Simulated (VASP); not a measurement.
# Cs2AgBiBr6: the band gap, functional by functional, part 2 of 3

Aim: the gap of Cs2AgBiBr6 on one structure at many levels of theory. The starting structure is a measured crystal structure from the Crystallography Open Database. Cell and atoms stay as given. Meshes and data sets differ where the inputs say so.

VASP 6.6.1.

Results so far: LDA 1.109 eV; PBE 1.265 eV.

## 4. Bands with r2SCAN

Level of this step: r2SCAN; plane waves and PAW (Bi_d, Cs_sv, Ag, Br) (VASP).

r2SCAN adds the kinetic-energy density, costs more than a GGA and is run with LASPH.

Input file INCAR:

```
SYSTEM = Cs2AgBiBr6
PREC = Accurate
ENCUT = 350
EDIFF = 1E-06
NELM = 100
ISMEAR = 0
SIGMA = 0.03
LREAL = .FALSE.
ALGO = Normal
METAGGA = R2SCAN
LASPH = .TRUE.
NBANDS = 67
LORBIT = 11
LWAVE = .FALSE.
LCHARG = .FALSE.
KPAR = 8
```

Input file POSCAR:

```
Cs2AgBiBr6
1.0
    0.0000000000      5.6161000000      5.6161000000
    5.6161000000      0.0000000000      5.6161000000
    5.6161000000      5.6161000000      0.0000000000
Bi Cs Ag Br
1 2 1 6
Direct
    0.0000000000      0.0000000000      0.0000000000
    0.7500000000      0.7500000000      0.7500000000
    0.2500000000      0.2500000000      0.2500000000
    0.5000000000      0.5000000000      0.5000000000
    0.7494500000      0.7494500000      0.2505500000
    0.2505500000      0.2505500000      0.7494500000
    0.7494500000      0.2505500000      0.2505500000
    0.7494500000      0.2505500000      0.7494500000
    0.2505500000      0.7494500000      0.7494500000
    0.2505500000      0.7494500000      0.2505500000
```

Input file KPOINTS:

```
Automatic mesh
0
Gamma
4 4 4
0 0 0
```

Input file KPOINTS_OPT:

```
Line mode
8
Line-mode
Reciprocal
  0.00000000   0.00000000   0.00000000 GAMMA
  0.50000000   0.00000000   0.50000000 X

  0.50000000   0.00000000   0.50000000 X
  0.50000000   0.25000000   0.75000000 W

  0.50000000   0.25000000   0.75000000 W
  0.37500000   0.37500000   0.75000000 K

  0.37500000   0.37500000   0.75000000 K
  0.00000000   0.00000000   0.00000000 GAMMA

  0.00000000   0.00000000   0.00000000 GAMMA
  0.50000000   0.50000000   0.50000000 L

  0.50000000   0.50000000   0.50000000 L
  0.62500000   0.25000000   0.62500000 U

  0.62500000   0.25000000   0.62500000 U
  0.50000000   0.25000000   0.75000000 W

  0.50000000   0.25000000   0.75000000 W
  0.50000000   0.50000000   0.50000000 L

  0.50000000   0.50000000   0.50000000 L
  0.37500000   0.37500000   0.75000000 K

  0.62500000   0.25000000   0.62500000 U
  0.50000000   0.00000000   0.50000000 X
```

Potentials, in the order of the species: Bi_d, Cs_sv, Ag and Br (PBE family, release 64).

Started as:

```bash
$ mpirun -np 8 vasp_std
```

What it wrote:

```text
[banner, memory and clock lines left out]
running    8 mpi-ranks, on    1 nodes
[...]
[... a notice as in an earlier step ...]

|                                                                             |
|               ----> ADVICE to this user running VASP <----                  |
|                                                                             |
|     You enforced a specific xc type in the INCAR file but a different       |
|     [... a line on the potential file left out ...]
|     I HOPE YOU KNOW WHAT YOU ARE DOING!                                     |
|                                                                             |

 LDA part: xc-table for (None), standard interpolation
 POSCAR, INCAR and KPOINTS ok, starting setup
[...]
entering main loop
       N       E                     dE             d eps       ncg     rms          rms(c)
DAV:   1     0.364319267181E+03    0.36432E+03   -0.29575E+04  1104   0.847E+02
DAV:   2    -0.182528136537E+03   -0.54685E+03   -0.52193E+03  1295   0.226E+02
[...]
1 F= -.22246437E+03 E0= -.22246437E+03  d E =-.319031E-14
 Start KPOINTS_OPT (optional k-point list driver)
k-point batch [1-8\80]
       N       E                     dE             ncg
DAV:   1    -0.155195556982E+03   -0.56436E+04     1096
DAV:   2    -0.461347789699E+04   -0.44583E+04     1285
DAV:   3    -0.506522826323E+04   -0.45175E+03     1288
DAV:   4    -0.507612643022E+04   -0.10898E+02     1272
DAV:   5    -0.507644471069E+04   -0.31828E+00     1584
DAV:   6    -0.507644964097E+04   -0.49303E-02     1304
DAV:   7    -0.507644989081E+04   -0.24984E-03     1632
DAV:   8    -0.507644989200E+04   -0.11931E-05     1056
DAV:   9    -0.507644989207E+04   -0.68317E-07      824
[...]
k-point batch [73-80\80]
       N       E                     dE             ncg
DAV:   1    -0.105040223833E+03   -0.10641E+05     1104
DAV:   2    -0.461340318287E+04   -0.45084E+04     1265
DAV:   3    -0.507753877723E+04   -0.46414E+03     1336
DAV:   4    -0.508884855659E+04   -0.11310E+02     1320
DAV:   5    -0.508914565916E+04   -0.29710E+00     1560
DAV:   6    -0.508915088634E+04   -0.52272E-02     1405
DAV:   7    -0.508915119248E+04   -0.30614E-03     1656
DAV:   8    -0.508915119383E+04   -0.13479E-05     1165
DAV:   9    -0.508915119388E+04   -0.53071E-07      968
```

Elapsed: 10 min, on 8 MPI ranks of AMD EPYC 7R43, shared host; peak memory 3.6 GiB.

Parts of OUTCAR (step 4):

```text
  Total        1.9315788      1.9315788      1.9315788     -0.0000000      0.0000000     -0.0000000
  in kB        8.7355153      8.7355153      8.7355153     -0.0000000      0.0000000     -0.0000000
  external PRESSURE =       8.7355153 kB  Pullay stress =       0.0000000 kB

 POSITION                                       TOTAL-FORCE (eV/Angst)
 -----------------------------------------------------------------------------------
      0.00000      0.00000      0.00000        -0.000000     -0.000000     -0.000000
      8.42415      8.42415      8.42415         0.000000      0.000000      0.000000
      2.80805      2.80805      2.80805        -0.000000     -0.000000     -0.000000
      5.61610      5.61610      5.61610         0.000000      0.000000      0.000000
      5.61610      5.61610      8.41797         0.000000      0.000000     -0.249233
      5.61610      5.61610      2.81423         0.000000      0.000000      0.249233
      2.81423      5.61610      5.61610         0.249233      0.000000      0.000000
      5.61610      8.41797      5.61610         0.000000     -0.249233      0.000000
      8.41797      5.61610      5.61610        -0.249233      0.000000      0.000000
      5.61610      2.81423      5.61610         0.000000      0.249233      0.000000
 -----------------------------------------------------------------------------------
    total drift:                               -0.000000     -0.000000     -0.000000

  FREE ENERGIE OF THE ION-ELECTRON SYSTEM (eV)
  ---------------------------------------------------
  free  energy   TOTEN  =      -222.4643661822 eV

  energy  without entropy=     -222.4643661822  energy(sigma->0) =     -222.46436618

[... 2 parts as in an earlier step ...]

[... 1 further part left out ...]
[key lines of the parts left out:]
E-fermi :   1.3443
```

r2SCAN gives a least gap of 1.646 eV, and a least direct gap of 2.727 eV. The least gap is +0.537 eV from that of LDA.

## 5. Bands with TB-mBJ

TB-mBJ is a local potential fitted to gaps: it costs far less than a hybrid but gives no energy. Its energies, forces and stress mean nothing.

INCAR, as its differences from that of step 4:

```diff
@@ -4,3 +4,3 @@
 EDIFF = 1E-06
-NELM = 100
+NELM = 150
 ISMEAR = 0
@@ -9,3 +9,3 @@
 ALGO = Normal
-METAGGA = R2SCAN
+METAGGA = MBJ
 LASPH = .TRUE.
```

POSCAR is that of step 4.

KPOINTS is that of step 4.

KPOINTS_OPT is that of step 4.

Started as:

```bash
$ mpirun -np 8 vasp_std
```

What it wrote:

```text
[banner, memory and clock lines left out]
running    8 mpi-ranks, on    1 nodes
[...]
[... a notice as in an earlier step ...]

 [... a notice as in an earlier step ...]

 LDA part: xc-table for (None), standard interpolation
 POSCAR, INCAR and KPOINTS ok, starting setup
[...]
entering main loop
       N       E                     dE             d eps       ncg     rms          rms(c)
DAV:   1     0.358561578246E+04    0.35856E+04   -0.29037E+04  1112   0.831E+02
DAV:   2     0.304866806117E+04   -0.53695E+03   -0.51231E+03  1295   0.220E+02
DAV:   3     0.299155858513E+04   -0.57109E+02   -0.56568E+02  1320   0.848E+01
DAV:   4     0.299009937471E+04   -0.14592E+01   -0.14555E+01  1277   0.166E+01
[...]
DAV:   8     0.298903098975E+04    0.89257E+00   -0.97073E-01  1197   0.516E+00    0.240E+01
DAV:   9     0.299303333732E+04    0.40023E+01   -0.51470E+00  1226   0.159E+01    0.189E+01
DAV:  10     0.299209595785E+04   -0.93738E+00   -0.99398E-01  1256   0.316E+00    0.204E+01
[... 130 further cycles ...]
[...]
|     density mixing parameters otherwise.                                    |
|                                                                             |

   1 F= 0.30144426E+04 E0= 0.30144426E+04  d E =-.254565E-24
 Start KPOINTS_OPT (optional k-point list driver)
k-point batch [1-8\80]
       N       E                     dE             ncg
DAV:   1     0.738927503089E+04    0.19009E+04     2144
DAV:   2    -0.174700873663E+02   -0.74067E+04     2144
DAV:   3    -0.161501520836E+04   -0.15975E+04     2144
DAV:   4    -0.191594407461E+04   -0.30093E+03     2144
[...]
DAV:  28    -0.201296747496E+04   -0.23757E-05     1376
DAV:  29    -0.201296747628E+04   -0.13167E-05     1376
DAV:  30    -0.201296747703E+04   -0.74837E-06     1376
[...]
k-point batch [73-80\80]
       N       E                     dE             ncg
DAV:   1     0.741478136596E+04   -0.31210E+04     2144
DAV:   2    -0.381055986780E+02   -0.74529E+04     2144
DAV:   3    -0.162215943573E+04   -0.15841E+04     2144
DAV:   4    -0.192032120490E+04   -0.29816E+03     2144
[...]
DAV:  28    -0.202191391127E+04   -0.22958E-05     1376
DAV:  29    -0.202191391255E+04   -0.12740E-05     1376
DAV:  30    -0.202191391327E+04   -0.72697E-06     1376
```

Run time: 21 min. Hardware: 8 MPI ranks; peak memory 4 GiB.

The log as kept lacks single lines of electronic cycles.

The electronic loop used up its NELM cycles without converging; the time limit then cut what followed.

## 6. Bands with LDA+U (Ag d 5 eV)

The U is chosen by hand, not computed for this crystal, and pushes the named shell towards whole occupations.

Input file INCAR:

```
SYSTEM = Cs2AgBiBr6
PREC = Accurate
ENCUT = 350
EDIFF = 1E-06
NELM = 100
ISMEAR = 0
SIGMA = 0.03
LREAL = .FALSE.
ALGO = Normal
GGA = CA
NBANDS = 67
LDAU = .TRUE.
LDAUTYPE = 2
LDAUL = -1 -1 2 -1
LDAUU = 0 0 5 0
LDAUJ = 0 0 0 0
LDAUPRINT = 1
LASPH = .TRUE.
LMAXMIX = 4
LORBIT = 11
LWAVE = .FALSE.
LCHARG = .FALSE.
KPAR = 8
```

POSCAR is that of step 5.

KPOINTS is that of step 5.

KPOINTS_OPT is that of step 5.

The projector-augmented-wave data sets are Bi_d, Cs_sv, Ag and Br (LDA family, release 64).

Started as:

```bash
$ mpirun -np 8 vasp_std
```

What it wrote:

```text
[banner, memory and clock lines left out]
running    8 mpi-ranks, on    1 nodes
[...]
[... a notice as in an earlier step ...]

 LDA part: xc-table for (Slater(with rela. corr.)+CA(PZ))
 , standard interpolation
 POSCAR, INCAR and KPOINTS ok, starting setup
[...]
entering main loop
       N       E                     dE             d eps       ncg     rms          rms(c)
DAV:   1     0.556373196587E+03    0.55637E+03   -0.29149E+04  1112   0.830E+02
DAV:   2     0.227896929372E+02   -0.53358E+03   -0.51086E+03  1303   0.221E+02
DAV:   3    -0.324873806828E+02   -0.55277E+02   -0.54833E+02  1304   0.827E+01
DAV:   4    -0.339564256404E+02   -0.14690E+01   -0.14661E+01  1293   0.165E+01
[...]
DAV:  11    -0.328463772062E+02   -0.34979E-04   -0.15723E-04  1408   0.495E-02    0.192E-02
DAV:  12    -0.328463688081E+02    0.83981E-05   -0.33921E-05  1376   0.266E-02    0.842E-03
DAV:  13    -0.328463692100E+02   -0.40191E-06   -0.34963E-06  1216   0.788E-03
   1 F= -.32846369E+02 E0= -.32846369E+02  d E =-.235027E-19
 Start KPOINTS_OPT (optional k-point list driver)
k-point batch [1-8\80]
       N       E                     dE             ncg
DAV:   1    -0.232270817038E+03   -0.57207E+04     1096
DAV:   2    -0.447614948902E+04   -0.42439E+04     1301
DAV:   3    -0.491208442926E+04   -0.43593E+03     1288
DAV:   4    -0.492302927841E+04   -0.10945E+02     1264
DAV:   5    -0.492333459936E+04   -0.30532E+00     1549
DAV:   6    -0.492334019683E+04   -0.55975E-02     1304
DAV:   7    -0.492334054532E+04   -0.34849E-03     1637
DAV:   8    -0.492334054995E+04   -0.46256E-05     1104
DAV:   9    -0.492334055027E+04   -0.32294E-06      848
[...]
k-point batch [73-80\80]
       N       E                     dE             ncg
DAV:   1    -0.188077042441E+03   -0.10724E+05     1104
DAV:   2    -0.447755066655E+04   -0.42895E+04     1271
DAV:   3    -0.492640463579E+04   -0.44885E+03     1336
DAV:   4    -0.493794929463E+04   -0.11545E+02     1344
DAV:   5    -0.493823644426E+04   -0.28715E+00     1456
DAV:   6    -0.493824441960E+04   -0.79753E-02     1408
DAV:   7    -0.493824490662E+04   -0.48702E-03     1616
DAV:   8    -0.493824490847E+04   -0.18560E-05     1224
DAV:   9    -0.493824490854E+04   -0.62945E-07      968
```

Elapsed: 2.9 min, on 8 MPI ranks; peak memory 2.8 GiB; 22 min of CPU time.

Parts of OUTCAR (step 6):

```text
  Total       -3.5485395     -3.5485395     -3.5485395      0.0000000     -0.0000000     -0.0000000
  in kB      -16.0481779    -16.0481779    -16.0481779      0.0000000     -0.0000000     -0.0000000
  external PRESSURE =     -16.0481779 kB  Pullay stress =       0.0000000 kB

 POSITION                                       TOTAL-FORCE (eV/Angst)
 -----------------------------------------------------------------------------------
      0.00000      0.00000      0.00000         0.000000      0.000000      0.000000
      8.42415      8.42415      8.42415         0.000000     -0.000000     -0.000000
      2.80805      2.80805      2.80805         0.000000      0.000000      0.000000
      5.61610      5.61610      5.61610         0.000000      0.000000      0.000000
      5.61610      5.61610      8.41797         0.000000      0.000000     -0.308832
      5.61610      5.61610      2.81423         0.000000      0.000000      0.308832
      2.81423      5.61610      5.61610         0.308832      0.000000      0.000000
      5.61610      8.41797      5.61610         0.000000     -0.308832      0.000000
      8.41797      5.61610      5.61610        -0.308832      0.000000      0.000000
      5.61610      2.81423      5.61610         0.000000      0.308832      0.000000
 -----------------------------------------------------------------------------------
    total drift:                               -0.000000     -0.000000     -0.000000

  FREE ENERGIE OF THE ION-ELECTRON SYSTEM (eV)
  ---------------------------------------------------
  free  energy   TOTEN  =       -32.8463692100 eV

  energy  without entropy=      -32.8463692100  energy(sigma->0) =      -32.84636921

[... 2 parts as in an earlier step ...]

[... 1 further part left out ...]
[key lines of the parts left out:]
E-fermi :   1.1446
```

LDA+U (Ag d 5 eV) gives a least gap of 1.493 eV, and a least direct gap of 2.455 eV. The least gap is +0.384 eV from that of LDA.

## 7. Bands with r2SCAN+U (Ag d 2.5 eV)

INCAR, as its differences from that of step 6:

```diff
@@ -9,3 +9,4 @@
 ALGO = Normal
-GGA = CA
+METAGGA = R2SCAN
+LASPH = .TRUE.
 NBANDS = 67
@@ -14,6 +15,5 @@
 LDAUL = -1 -1 2 -1
-LDAUU = 0 0 5 0
+LDAUU = 0 0 2.5 0
 LDAUJ = 0 0 0 0
 LDAUPRINT = 1
-LASPH = .TRUE.
 LMAXMIX = 4
```

POSCAR is that of step 6.

KPOINTS is that of step 6.

KPOINTS_OPT is that of step 6.

PAW data sets: Bi_d, Cs_sv, Ag and Br (PBE family, release 64).

Started as:

```bash
$ mpirun -np 8 vasp_std
```

What it wrote:

```text
[... set-up lines as in an earlier step ...]
 entering main loop
       N       E                     dE             d eps       ncg     rms          rms(c)
DAV:   1     0.366165065908E+03    0.36617E+03   -0.29651E+04  1104   0.847E+02
DAV:   2    -0.181999610061E+03   -0.54816E+03   -0.52360E+03  1295   0.226E+02
DAV:   3    -0.240444785340E+03   -0.58445E+02   -0.57924E+02  1312   0.867E+01
DAV:   4    -0.242003272303E+03   -0.15585E+01   -0.15549E+01  1288   0.173E+01
[...]
DAV:  12    -0.221789975873E+03   -0.48532E-04   -0.79090E-05  1392   0.366E-02    0.116E-02
DAV:  13    -0.221789986696E+03   -0.10823E-04   -0.11169E-05  1328   0.173E-02    0.715E-03
DAV:  14    -0.221789987045E+03   -0.34873E-06   -0.33445E-06  1248   0.873E-03
   1 F= -.22178999E+03 E0= -.22178999E+03  d E =-.151548E-21
 Start KPOINTS_OPT (optional k-point list driver)
k-point batch [1-8\80]
       N       E                     dE             ncg
DAV:   1    -0.211559491337E+03   -0.57000E+04     1096
DAV:   2    -0.468021604342E+04   -0.44687E+04     1285
DAV:   3    -0.513141489575E+04   -0.45120E+03     1288
DAV:   4    -0.514218365395E+04   -0.10769E+02     1264
DAV:   5    -0.514249878177E+04   -0.31513E+00     1597
DAV:   6    -0.514250312856E+04   -0.43468E-02     1288
DAV:   7    -0.514250336980E+04   -0.24125E-03     1656
DAV:   8    -0.514250337095E+04   -0.11455E-05     1040
DAV:   9    -0.514250337100E+04   -0.55331E-07      816
[...]
k-point batch [73-80\80]
       N       E                     dE             ncg
DAV:   1    -0.162273174122E+03   -0.10698E+05     1104
DAV:   2    -0.468039650350E+04   -0.45181E+04     1265
DAV:   3    -0.514388375130E+04   -0.46349E+03     1333
DAV:   4    -0.515508114061E+04   -0.11197E+02     1320
DAV:   5    -0.515537327653E+04   -0.29214E+00     1568
DAV:   6    -0.515537791861E+04   -0.46421E-02     1389
DAV:   7    -0.515537819876E+04   -0.28015E-03     1672
DAV:   8    -0.515537819999E+04   -0.12295E-05     1141
DAV:   9    -0.515537820004E+04   -0.55285E-07      960
```

Wall time 10 min (8 MPI ranks); peak memory 3.4 GiB; 80 min of CPU time.

From OUTCAR (step 7):

```text
  Total        1.8835231      1.8835231      1.8835231     -0.0000000     -0.0000000     -0.0000000
  in kB        8.5181847      8.5181847      8.5181847     -0.0000000     -0.0000000     -0.0000000
  external PRESSURE =       8.5181847 kB  Pullay stress =       0.0000000 kB

 POSITION                                       TOTAL-FORCE (eV/Angst)
 -----------------------------------------------------------------------------------
      0.00000      0.00000      0.00000        -0.000000      0.000000     -0.000000
      8.42415      8.42415      8.42415        -0.000000     -0.000000     -0.000000
      2.80805      2.80805      2.80805         0.000000      0.000000     -0.000000
      5.61610      5.61610      5.61610        -0.000000     -0.000000     -0.000000
      5.61610      5.61610      8.41797         0.000000      0.000000     -0.226030
      5.61610      5.61610      2.81423         0.000000      0.000000      0.226030
      2.81423      5.61610      5.61610         0.226030      0.000000     -0.000000
      5.61610      8.41797      5.61610         0.000000     -0.226030     -0.000000
      8.41797      5.61610      5.61610        -0.226030      0.000000     -0.000000
      5.61610      2.81423      5.61610         0.000000      0.226030     -0.000000
 -----------------------------------------------------------------------------------
    total drift:                               -0.000000     -0.000000     -0.000000

  FREE ENERGIE OF THE ION-ELECTRON SYSTEM (eV)
  ---------------------------------------------------
  free  energy   TOTEN  =      -221.7899870451 eV

  energy  without entropy=     -221.7899870451  energy(sigma->0) =     -221.78998705

[... 2 parts as in an earlier step ...]

[... 1 further part left out ...]
[key lines of the parts left out:]
E-fermi :   1.1913
```

r2SCAN+U (Ag d 2.5 eV) gives a least gap of 1.877 eV, and a least direct gap of 2.907 eV. The least gap is +0.768 eV from that of LDA.

(Continued in part 3 of 3.)

[Lines on the potential files, build, host, timing and source positions are cut from VASP's logs without a mark.]

[Logs are printed without paths, hosts, clocks, repeated set-up lines and the standing remarks that a program may print on its own settings, such as how far it seeks lower states.]

[Hosts, paths, dates, database ids (printed as entryN), source tags and the programs' standing remarks are cut or masked in the printed files.]
